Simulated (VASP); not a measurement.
A run of VASP 6.6.1:

INCAR

```
ALGO = Fast
EDIFF = 1E-4
EDIFFG = -0.08
ENCUT = 520
GGA = PE
IBRION = 2
ISIF = 3
ISMEAR = 0
LASPH = True
LCHARG = False
LREAL = False
LWAVE = False
NELM = 60
NSW = 24
PREC = Normal
SIGMA = 0.15
```

Contents of KPOINTS:

```
k-points
0
Gamma
  4 4 4
```

POSCAR

```
ZrTaO4
1.0
    0.0000000000      3.3811831700      3.3811831700
    3.3811831700      0.0000000000      3.3811831700
    3.3811831700      3.3811831700      0.0000000000
Zr Ta O
1 1 4
Direct
    0.2500000000      0.2500000000      0.2500000000
    0.0000000000      0.0000000000      0.0000000000
    0.6253523200      0.6253523200      0.1239430300
    0.6253523200      0.1239430300      0.6253523200
    0.1239430300      0.6253523200      0.6253523200
    0.6253523200      0.6253523200      0.6253523200
```

Potentials or basis: VASP PAW PBE potentials, release 64 (Zr_sv, Ta_pv, O).

Run with:

```bash
$ cat potpaw_PBE.64/Zr_sv/POTCAR potpaw_PBE.64/Ta_pv/POTCAR potpaw_PBE.64/O/POTCAR > POTCAR
$ mpirun -np 1 vasp_std > vasp.out
```

Hardware: 1 thread of Intel(R) Xeon(R) Platinum 8488C (Sapphire Rapids) (shared host).

Estimate the wall time of this run.

Wall time 34 s on 1 thread of Intel(R) Xeon(R) Platinum 8488C (Sapphire Rapids), on a shared host, peak memory 0.17 GiB. Counts: scf iterations 41, k points 8, ion steps 3.
